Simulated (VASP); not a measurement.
Here is the system:

```
CELL_PARAMETERS angstrom
     -1.67201     1.67201     4.94611
      1.67201    -1.67201     4.94611
      1.67201     1.67201    -4.94611
ATOMIC_POSITIONS crystal
  Y  0.00000 0.00000 0.00000
  Si 0.29777 0.29777 0.00000
  Si 0.70223 0.70223 0.00000
```

Level of theory: PBEsol GGA, VASP's PBE PAW potentials (set 64) (plane waves; VASP 6.6.1). Numerical set-up: 400 eV cut-off, 14×14×14 Γ-centred mesh, tetrahedra with Blöchl corrections, potentials Y_sv Si.

The cores are frozen, which limits the accuracy of field gradients.

**Question.** Give the principal components of the electric field gradient (V/Å²) and the asymmetry η at each nucleus.

**Answer.** 
```tsv
atom	Vxx	Vyy	Vzz	η
Y1	37.7	37.7	-75.3	0.00
Si2	16.2	16.2	-32.5	0.00
Si3	16.2	16.2	-32.5	0.00
```

The structure was generated: YSi2 was put into the MoSi2 type (I4/mmm), which need not be its known phase. It was relaxed first.
